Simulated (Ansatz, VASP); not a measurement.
# Sr2Hf: VASP beside Ansatz

Aim: how closely do two programs agree when they are given the same cell, functional and k mesh? The cell is generated by rule, not measured, and may not be a known phase. The cell is taken from a series of runs on this material, whose earlier steps may have relaxed, scaled, displaced or heated it; both programs get it as it stands.

Calculated with Ansatz 0.2.0; plane waves, with VASP 6.6.1 beside it; relaxation of cell and atoms at PBEsol.

## (1) The starting structure

Symmetry: P6/mmm, No. 191, hexagonal system. The conventional cell has a = 5.886 Å, b = 5.886 Å, c = 3.314 Å, α = 90.00°, β = 90.00°, γ = 120.00°. Nearest to Hf lie 2 Hf at 3.31 Å. Sr has 5 Sr at 3.31 to 3.40 Å nearest. Farther neighbours are not listed.

Coordinates:

```cif
data_structure
_symmetry_space_group_name_H-M 'P6/mmm'
_symmetry_Int_Tables_number 191
_cell_length_a 5.8863
_cell_length_b 5.8863
_cell_length_c 3.3142
_cell_angle_alpha 90.000
_cell_angle_beta 90.000
_cell_angle_gamma 120.000
_cell_volume 99.45
loop_
_atom_site_label
_atom_site_type_symbol
_atom_site_symmetry_multiplicity
_atom_site_Wyckoff_symbol
_atom_site_fract_x
_atom_site_fract_y
_atom_site_fract_z
_atom_site_occupancy
Hf1 Hf 1 a 0.00000 0.00000 0.00000 1
Sr1 Sr 2 d 0.33333 0.66667 0.50000 1
```

## (2) Ansatz: relaxation of cell and atoms, PBEsol, pair 1

Ansatz runs on its default PAW (the set named soft_2) files.

The relaxed volume is the usual yardstick between codes: in a stiff, nearly cubic crystal its relative difference is about their pressure difference at one cell divided by the bulk modulus.

Contents of input.yaml:

```yaml
crystal:
  lattice:
    - [5.8863495529, 0.0, 0.0]
    - [-2.9431747765, 5.0977282484, 0.0]
    - [0.0, 0.0, 3.3141967905]
  atoms:
    - { symbol: Hf, position: [0.0, 0.0, 0.0] }
    - { symbol: Sr, position: [0.3333333333, 0.6666666667, 0.5] }
    - { symbol: Sr, position: [0.6666666667, 0.3333333333, 0.5] }
kpoints:
  mp_grid: { grid: [9, 9, 12] }
hamiltonian:
  xc: pbesol
scf:
  occupations: { method: gaussian, width: 0.1 }
output:
  forces: true
  stress: true
  eigenvalues: true
  write_density: true
  write_potential: true
  elf: true
  volumetric_format: npy
relax:
  adjacent_minimum: "off"
  f_tol: 0.005
  max_steps: 80
  cell: { stress_tol: 0.05 }
```

On the command line:

```
> ansatz run input.yaml --threads 8 --pin off --max-ram 14336MiB --backend cpu --events-out ev --progress --plain --runs-dir out
```

Numbers of over 12 decimals in the logs are rounded to 6 here.

Log:

```text
Engine: ansatz 0.2.0, x86_64-unknown-linux-gnu
Pseudopotentials: kind: paw
Pseudopotential: Hf, paw, valence charge 26, recommended cutoff 420 eV (normal), Hf.paw.azcp
Pseudopotential: Sr, paw, valence charge 10, recommended cutoff 420 eV (normal), Sr.paw.azcp
Functional definition: PBEsol
  exchange = pbesol_x
  correlation = pbesol_c
Crystal: 3 atoms, lattice volume = 99.449 Å³
Basis set: ecut = 420 eV, 1955 PW (Γ), exchange–correlation on 80×80×48 points (8 copies of the dense FFT grid, shifted against one another)
Bands: 28, of which v1, the nominal top of the filled ones, is band 23 counted from 1 (22 counted from 0)
Symmetry: 24 space group operations
Space group: P6/mmm (ITA 191), of the structure as read, at distance tolerance 4.6e-5 Å
k-points: 84 of 972
Non-local potential: Hf, projectors of the file, l = 0: 3, l = 1: 2, l = 2: 2, l = 3: 3
Non-local potential: Sr, projectors of the file, l = 0: 3, l = 1: 2, l = 2: 2
PAW form: soft (Blöchl's): semilocal exchange-correlation on the pseudo side does not see the compensation charge
PAW frozen core: Hf, regenerated for the run's functional, and the local potential with it (the file was generated under x = pbe(κ = 0.804, μ = 0.219515), c = pbe(β = 0.066725))
PAW frozen core: Sr, regenerated for the run's functional, and the local potential with it (the file was generated under x = pbe(κ = 0.804, μ = 0.219515), c = pbe(β = 0.066725))
PAW one-centre angular grid: Hf, 590 points (default); XC on 64 Gauss nodes
PAW one-centre angular grid: Sr, 110 points (default); XC on 64 Gauss nodes
Initial density: superposition of atomic densities (neutral atoms: chi_scale 0, normalization atom), corrected by the library's trained network
Initial wavefunctions: pseudopotential atomic-orbital guess
Functional: x = pbesol(κ = 0.804, μ = 0.123457), c = pbesol(β = 0.046)
SCF iter   1: F=—  HF=-22580.285717 eV  |F-HF|=—  |Δ(HF+E_count)|=         —  Δρ=4.60e-3  dr2=2.64e-2  ethr=1.77e-3  ⟨swp⟩=7.5  Hψ=11399  notcnv=0
preconditioner: auto → Kerker (q_TF=auto, 2.399 Å⁻¹)  [metal: Δε(μ)=0.009 eV  Ē_g=12.889 eV  σ=0.100 eV  W_gap=0.05  n_scr=26 (ndim 8)  ℏωp=21.7 eV  f_vac=0.000  D(μ)=7.63/eV (n_scr^D=74)]
SCF iter   2: F=—  HF=-22580.286151 eV  |F-HF|=—  |Δ(HF+E_count)|=   4.34e-4  Δρ=2.85e-3  dr2=1.25e-2  ethr=5.73e-5  ⟨swp⟩=1.5  Hψ=3099  notcnv=0
SCF iter   3: F=—  HF=-22580.285007 eV  |F-HF|=—  |Δ(HF+E_count)|=   1.14e-3  Δρ=6.60e-4  dr2=3.25e-4  ethr=2.73e-5  ⟨swp⟩=2.0  Hψ=3837  notcnv=0
SCF iter   4: F=—  HF=-22580.284630 eV  |F-HF|=—  |Δ(HF+E_count)|=   3.77e-4  Δρ=4.25e-4  dr2=2.48e-4  ethr=7.06e-7  ⟨swp⟩=2.5  Hψ=4374  notcnv=0
SCF iter   5: F=—  HF=-22580.284603 eV  |F-HF|=—  |Δ(HF+E_count)|=   2.71e-5  Δρ=1.66e-4  dr2=9.25e-5  ethr=5.40e-7  ⟨swp⟩=2.0  Hψ=3309  notcnv=0
SCF iter   6: F=—  HF=-22580.284583 eV  |F-HF|=—  |Δ(HF+E_count)|=   2.01e-5  Δρ=5.74e-5  dr2=8.20e-6  ethr=2.01e-7  ⟨swp⟩=1.9  Hψ=2588  notcnv=0
SCF iter   7: F=—  HF=-22580.284582 eV  |F-HF|=—  |Δ(HF+E_count)|=   1.31e-6  Δρ=1.27e-5  dr2=1.53e-7  ethr=1.78e-8  ⟨swp⟩=2.1  Hψ=3453  notcnv=0
SCF iter   8: F=-22580.284582 eV  HF=-22580.284582 eV  |F-HF|=9.97e-9  |Δ(HF+E_count)|=   3.12e-8  Δρ=3.29e-6  dr2=1.53e-8  ethr=2.17e-10  ⟨swp⟩=11.0  Hψ=19169  notcnv=0
SCF 1 converged in 8 iterations: F = -22580.284582 eV  dr2 = 1.53e-8
  Residual-converged pass: ⟨swp⟩=1.0  Hψ=2688  notcnv=0  max |occ|·‖R‖ = 7.0e-9 eV (tolerance 1.0e-8 eV)  dr2=1.53e-8  dr2_onsite=1.77e-9  max |Δocc| = 1.8e-10
  greatest PAW one-centre occupation: 0.998 electrons in one spin orbital (limit 2), on the Hf atom at site 0 (counted from 0), in its partial waves of l = 3
relax step   1: F+E_penalty+E_count = -22580.28458186 eV  Δ(F+E_penalty+E_count) = +0.000e0 eV  max|allowed force component| = 1.419e-16 eV/Å  Δτ_max = 0.0000 Å  P = +0.042 GPa  Ω = 99.449 Å³  (8 SCF iters, dr2 threshold 1.00e-7 eV, accepted)
[...]
relax step   2: F+E_penalty+E_count = -22580.28459914 eV  Δ(F+E_penalty+E_count) = -1.727e-5 eV  max|allowed force component| = 2.220e-16 eV/Å  Δτ_max = 0.0000 Å  P = +0.010 GPa  Ω = 99.563 Å³  energy of the carried Pulay correction = -6.363e-6 eV  (5 SCF iters, dr2 threshold 1.11e-8 eV, accepted)
[...]
relax step   3: F+E_penalty+E_count = -22580.28460607 eV  Δ(F+E_penalty+E_count) = -6.934e-6 eV  max|allowed force component| = 1.480e-16 eV/Å  Δτ_max = 0.0000 Å  P = +0.010 GPa  Ω = 99.563 Å³  stress off target by 2.25e-2 GPa  SCF on the basis re-selected at this cell (its energy is not comparable with the rows above)  (6 SCF iters)
basis re-selected at this cell: Δ(F+E_penalty+E_count) = -6.934e-6 eV, ΔP = -0.000 GPa vs the last step (what re-selecting the basis moved, of the pressure what is left beyond the Pulay correction that the steps carried, after the strain that the cell walked since its last selection, with what the two solves' SCF thresholds leave and, on support functions, any second-order correction that the steps lacked; it is no m [...]
SCF converged after 6 iterations
Free energy (F): -22580.284606 eV
Harris-Foulkes:  -22580.284606 eV  (|F-HF|=7.28e-12)
Internal energy: -22580.245376 eV  (E = F + TS)
E sigma→0 (E₀):  -22580.264991 eV
Entropy (-TS):   -0.039230 eV (-13.077 meV/atom)
Fermi energy:    10.169349 eV
--- Per-component energies (eV) ---
  E_band       = -381.906782
  E_kinetic    = 911.643084
  E_local      = -8538.307830  (includes V_loc(G=0)·N_el)
  E_nonlocal   = -831.871763
  E_hartree    = 3661.276519
  E_xc         = -637.986333
  E_vxc        = -585.018540  (∫ρ·V_xc dr)
  E_paw        = -12094.853140  (= ΣΔE_a)
  E_vpaw       = 1339.095229  (= ΣTr[D̂ρ^β])
  E_aug_tail   = -0.000004  (compensation charges beyond the density's cutoff)
  E_ewald      = -5051.665695
  E_core_change = 1.519786  (= ΣΔE_core)
  E_smearing   = -0.039230  (= −TS)
  E_closure    = 0.000000  (closes the sum)
  Σ components = -22580.284606   (vs F -22580.284606, Δ=0.00e0)
--- Forces (eV/Å), atoms counted from 1 ---
  atom   1  Hf    -0.00000000    -0.00000000     0.00000000
  atom   2  Sr    -0.00000000     0.00000000    -0.00000000
  atom   3  Sr     0.00000000    -0.00000000     0.00000000
  max |Σ_I F_I| component: 3.16e-30 eV/Å
--- Stress (GPa, compression-positive) ---
        0.003065       0.000000       0.000000
        0.000000       0.003065       0.000000
        0.000000       0.000000       0.022451
  P = ⅓ Tr σ = 0.0095 GPa (0.095 kbar)
--- Band table (eV; the first three rows and the last of 84) ---
  k-point 0: bands = [... 19 lower, 5.2875, 8.9649, 10.2795, 10.2795, 10.2825, 10.2825, 11.4232, 11.8977, ... 1 higher]
  k-point 1: bands = [... 19 lower, 5.4312, 9.1486, 10.2271, 10.2271, 10.2384, 10.2384, 11.6961, 12.0750, ... 1 higher]
  k-point 2: bands = [... 19 lower, 5.8431, 9.6451, 10.0793, 10.0793, 10.1021, 10.1021, 12.4846, 12.5661, ... 1 higher]
  k-point 83: bands = [... 19 lower, 8.2266, 9.4575, 9.4575, 10.3286, 10.3286, 10.5072, 11.3582, 11.3582, ... 1 higher]
--- Relaxed structure (2 steps of the walk, 2 accepted, 1 SCFs on fresh bases) ---
  F+E_penalty+E_count = -22580.28460607 eV   max|allowed force component| = 1.480e-16 eV/Å   (the final SCF, on the basis selected at the relaxed cell)
  cell:  # Å, volume = 99.5625 Å³
    - [5.887700, 2.8874132538159726e-11, 0]
    - [-2.943850, 5.098897, 0]
    - [0, 0, 3.316454]
  atoms:
    - { symbol: Hf, position: [0, 0, 0] }
    - { symbol: Sr, position: [0.333333, 0.666667, 0.5] }
    - { symbol: Sr, position: [0.666667, 0.333333, 0.5] }
```

## (3) VASP: relaxation of cell and atoms, PBEsol, pair 1

The same cell, functional, mesh and smearing now go to VASP, with its own data sets.

Lines of VASP's logs that name or quote its potential files are left out, and so is its time.

Contents of INCAR:

```
SYSTEM = Sr2Hf
PREC = Accurate
ENCUT = 500
EDIFF = 1E-07
NELM = 120
ISMEAR = 0
SIGMA = 0.1
LREAL = .FALSE.
ALGO = Normal
GGA = PS
NBANDS = 21
LASPH = .TRUE.
LORBIT = 11
LWAVE = .FALSE.
LCHARG = .FALSE.
ISIF = 3
IBRION = 2
NSW = 80
EDIFFG = -0.005
GGA_COMPAT = .FALSE.
NELMIN = 4
KPAR = 2
```

Contents of POSCAR:

```
Sr2Hf
1.0
    5.8863500000      0.0000000000      0.0000000000
   -2.9431750000      5.0977280000      0.0000000000
    0.0000000000      0.0000000000      3.3141970000
Hf Sr
1 2
Direct
    0.0000000000      0.0000000000      0.0000000000
    0.3333333006      0.6666666013      0.4999998491
    0.6666666994      0.3333333987      0.4999998491
```

Contents of KPOINTS:

```
Automatic mesh
0
Gamma
9 9 12
0 0 0
```

Potentials, in the order of the species: Hf_pv and Sr_sv (PBE family, release 64).

On the command line:

```
> mpirun -np 2 vasp_std
```

Log:

```text
[banner, memory and clock lines left out]
running    2 mpi-ranks, on    1 nodes
 distrk:  each k-point on    1 cores,    2 groups
 distr:  one band on    1 cores,    1 groups

 POSCAR found type information on POSCAR HfSr
 POSCAR found :  2 types and       3 ions
|                                                                             |
|               ----> ADVICE to this user running VASP <----                  |
|                                                                             |
|     You enforced a specific xc type in the INCAR file but a different       |
|     [... a line on the potential file left out ...]
|     I HOPE YOU KNOW WHAT YOU ARE DOING!                                     |
|                                                                             |

 LDA part: xc-table for (Slater+PW92), standard interpolation
 POSCAR, INCAR and KPOINTS ok, starting setup
 FFT: planning ... GRIDC
 FFT: planning ... GRID_SOFT
 FFT: planning ... GRID
 WAVECAR not read
 entering main loop
       N       E                     dE             d eps       ncg     rms          rms(c)
DAV:   1     0.146367510675E+03    0.14637E+03   -0.14837E+04  3536   0.125E+03
DAV:   2    -0.313521735652E+01   -0.14950E+03   -0.14523E+03  4279   0.289E+02
DAV:   3    -0.128544282251E+02   -0.97192E+01   -0.93822E+01  5759   0.506E+01
DAV:   4    -0.132422214444E+02   -0.38779E+00   -0.38604E+00  5036   0.847E+00
DAV:   5    -0.132512429801E+02   -0.90215E-02   -0.90178E-02  5056   0.124E+00    0.380E+01
DAV:   6    -0.121473234046E+02    0.11039E+01   -0.65817E+00  4280   0.614E+00    0.181E+01
DAV:   7    -0.121066122784E+02    0.40711E-01   -0.19137E+00  4670   0.368E+00    0.119E+01
DAV:   8    -0.119908532317E+02    0.11576E+00   -0.53736E-01  4408   0.249E+00    0.126E+00
DAV:   9    -0.119882277482E+02    0.26255E-02   -0.38400E-02  4400   0.754E-01    0.128E+00
DAV:  10    -0.119875272294E+02    0.70052E-03   -0.34730E-03  5695   0.223E-01    0.156E-01
DAV:  11    -0.119875520657E+02   -0.24836E-04   -0.28249E-04  5096   0.792E-02    0.948E-02
DAV:  12    -0.119875440877E+02    0.79781E-05   -0.61503E-05  5258   0.380E-02    0.208E-02
DAV:  13    -0.119875433470E+02    0.74064E-06   -0.44021E-06  4969   0.852E-03    0.145E-02
DAV:  14    -0.119875432685E+02    0.78511E-07   -0.55280E-07  4022   0.350E-03
   1 F= -.11987543E+02 E0= -.11968053E+02  d E =-.119875E+02
 curvature:   0.00 expect dE= 0.000E+00 dE for cont linesearch  0.000E+00
 trial: gam= 0.00000 g(F)=  0.785E-42 g(S)=  0.738E-04 ort = 0.000E+00 (trialstep = 0.100E+01)
 search vector abs. value=  0.738E-04
 bond charge predicted
       N       E                     dE             d eps       ncg     rms          rms(c)
DAV:   1    -0.119881374036E+02   -0.59406E-03   -0.14368E-02  3688   0.804E-01    0.205E-01
DAV:   2    -0.119877673060E+02    0.37010E-03   -0.17923E-03  4861   0.236E-01    0.952E-02
DAV:   3    -0.119876117777E+02    0.15553E-03   -0.28919E-04  6026   0.820E-02    0.632E-02
DAV:   4    -0.119875811180E+02    0.30660E-04   -0.12615E-04  5807   0.511E-02    0.429E-02
DAV:   5    -0.119875854970E+02   -0.43790E-05   -0.18915E-05  6095   0.150E-02    0.319E-02
DAV:   6    -0.119875864508E+02   -0.95380E-06   -0.17192E-05  5614   0.185E-02    0.411E-03
DAV:   7    -0.119875860751E+02    0.37565E-06   -0.25566E-06  6386   0.667E-03    0.290E-03
DAV:   8    -0.119875858275E+02    0.24765E-06   -0.97566E-08  2994   0.216E-03    0.534E-04
DAV:   9    -0.119875858807E+02   -0.53215E-07   -0.14148E-08  2404   0.568E-04
   2 F= -.11987586E+02 E0= -.11968058E+02  d E =-.426121E-04
 trial-energy change:   -0.000043  1 .order   -0.000043   -0.000074   -0.000012
 step:   1.1880(harm=  1.1880)  dis= 0.00000  next Energy=   -11.987587 (dE=-0.438E-04)
 reached required accuracy - stopping structural energy minimisation
```

Parts of OUTCAR (step 3):

```text
ion  position               nearest neighbor table
   1  0.000  0.000  0.000-   2 3.78   3 3.78   2 3.78   3 3.78   2 3.78   3 3.78   3 3.78   2 3.78
                             3 3.78   2 3.78   3 3.78   2 3.78
   2  0.333  0.667  0.500-   3 3.40   3 3.40   3 3.40   1 3.78   1 3.78   1 3.78   1 3.78   1 3.78
                             1 3.78   3 4.75   3 4.75   3 4.75   3 4.75   3 4.75   3 4.75
   3  0.667  0.333  0.500-   2 3.40   2 3.40   2 3.40   1 3.78   1 3.78   1 3.78   1 3.78   1 3.78
                             1 3.78   2 4.75   2 4.75   2 4.75   2 4.75   2 4.75   2 4.75

  LATTYP: Found a hexagonal cell.
 ALAT       =     5.8863500000
 C/A-ratio  =     0.5630309105

 Subroutine GETGRP returns: Found 24 space group operations
 (whereof 24 operations were pure point group operations)

The static configuration has the point symmetry D_6h.

 Found     84 irreducible k-points:

   k-points           NKPTS =     84   k-points in BZ     NKDIM =     84   number of bands    NBANDS=     21

   dimension x,y,z NGX =    48 NGY =   48 NGZ =   24
   dimension x,y,z NGXF=    96 NGYF=   96 NGZF=   48

   ENCUT  =  500.0 eV  36.75 Ry    6.06 a.u.  10.73 10.73  6.04*2*pi/ulx,y,z

   NELECT =      30.0000    total number of electrons

 k-points in reciprocal lattice and weights: Automatic mesh
   0.00000000  0.00000000  0.00000000       0.001
   0.11111111  0.00000000  0.00000000       0.006
   0.22222222  0.00000000  0.00000000       0.006
   0.33333333  0.00000000  0.00000000       0.006
   0.44444444  0.00000000  0.00000000       0.006
   0.11111111  0.11111111  0.00000000       0.006
   0.22222222  0.11111111  0.00000000       0.012
   0.33333333  0.11111111  0.00000000       0.012
   0.44444444  0.11111111  0.00000000       0.006
[...]
0.33333333  0.22222222  0.50000000       0.012
   0.33333333  0.33333333  0.50000000       0.002

 average (electrostatic) potential at core
       1 -39.8945       2 -38.1206       3 -38.1206

 E-fermi :   2.9464

 k-point     1 :       0.0000    0.0000    0.0000
  band No.  band energies     occupation
    ...
      9     -14.2861      2.00000
     10     -14.1484      2.00000
     11     -14.0311      2.00000
     12      -1.9378      2.00000
     13       1.7421      2.00000
     14       3.0561      0.12072
     15       3.0561      0.12070
     16       3.0599      0.10837
     17       3.0599      0.10836
     18       4.1904      0.00000
    ...

 k-point     2 :       0.1111    0.0000    0.0000
  band No.  band energies     occupation
    ...
     11     -14.0343      2.00000
     12      -1.8408      2.00000
     13       1.6444      2.00000
     14       2.7896      1.97337
     15       2.9875      0.56107
     16       3.0165      0.32128
     17       3.2029      0.00028
     18       4.3693      0.00000
     19       4.6395      0.00000
     20       5.7245      0.00000
    ...

 k-point     3 :       0.2222    0.0000    0.0000
  band No.  band energies     occupation
    ...
     11     -14.0433      2.00000
     12      -1.5694      2.00000
     13       1.3596      2.00000
     14       2.3404      2.00000
     15       2.9107      1.38554
     16       3.0128      0.34732
     17       3.3812      0.00000
     18       4.5755      0.00000
     19       4.6512      0.00000
     20       5.3755      0.00000
    ...

  Total       -0.0004466     -0.0004466      0.0146759     -0.0000000      0.0000000      0.0000000
  in kB       -0.0071815     -0.0071815      0.2360048     -0.0000000      0.0000000      0.0000000
  external PRESSURE =       0.0738806 kB  Pullay stress =       0.0000000 kB

  energy-cutoff  :      500.00
  volume of cell :       99.63
      direct lattice vectors                 reciprocal lattice vectors
     5.889305347  0.000000000  0.000000000     0.169799313  0.098033691  0.000000000
    -2.944652674  5.100287405 -0.000000000    -0.000000000  0.196067382  0.000000000
     0.000000000 -0.000000000  3.316934374    -0.000000000  0.000000000  0.301483203

 POSITION                                       TOTAL-FORCE (eV/Angst)
 -----------------------------------------------------------------------------------
      5.88931      0.00000      0.00000        -0.000000     -0.000000      0.000000
     -0.00000      3.40019      1.65847        -0.000000      0.000000      0.000000
      2.94465      1.70010      1.65847         0.000000     -0.000000      0.000000
 -----------------------------------------------------------------------------------
    total drift:                               -0.000000      0.000000      0.000730

  FREE ENERGIE OF THE ION-ELECTRON SYSTEM (eV)
  ---------------------------------------------------
  free  energy   TOTEN  =       -11.9875858807 eV

  energy  without entropy=      -11.9485310009  energy(sigma->0) =      -11.96805844

 reached required accuracy - stopping structural energy minimisation

 total charge
# of ion       s       p       d       tot
------------------------------------------
    1        0.395   6.165   1.381   7.941
    2        2.066   5.691   0.289   8.047
    3        2.066   5.691   0.289   8.047
--------------------------------------------------
tot          4.526  17.548   1.960  24.035

[... 3 further parts left out ...]
```

CONTCAR:

```
Sr2Hf
   1.00000000000000
     5.8893053474318515    0.0000000000000000    0.0000000000000000
    -2.9446526737159258    5.1002874049956999   -0.0000000000000000
     0.0000000000000000   -0.0000000000000000    3.3169343744399202
  Hf              Sr
     1     2
Direct
     1.0000000000000000    0.0000000000000000    0.0000000000000000
     0.3333333006000032    0.6666666013000011    0.4999998490999999
     0.6666666993999968    0.3333333986999989    0.4999998490999999
```

## (4) Comparison

Known differences besides the potentials themselves: the data sets hold 46 valence electrons in Ansatz (on its default PAW (the set named soft_2) files) and 30 in VASP; the cutoff is 420 eV in Ansatz and 500 eV in VASP; Ansatz makes its cores anew for this functional, VASP keeps those of its PBE data sets; Ansatz adds a Pulay correction to the stress that steers its cell, VASP none. Total energies have different zeros and are not compared.

Both answers:

```csv
quantity,Ansatz,VASP,difference
volume (Å³),99.56,99.63,-0.07 %
"edge a after relaxation, in the typed setting (Å)",5.888,5.889,-0.03 %
"edge c after relaxation, in the typed setting (Å)",3.317,3.317,-0.01 %
```

(Part 1 of 2 ends here.)

[Lines on the potential files, build, host, timing and source positions are cut from VASP's logs without a mark.]

[Logs are printed without paths, hosts, clocks, repeated set-up lines and the standing remarks that a program may print on its own settings, such as how far it seeks lower states.]

[Hosts, paths, dates, database ids (printed as entryN), source tags and the programs' standing remarks are cut or masked in the printed files.]
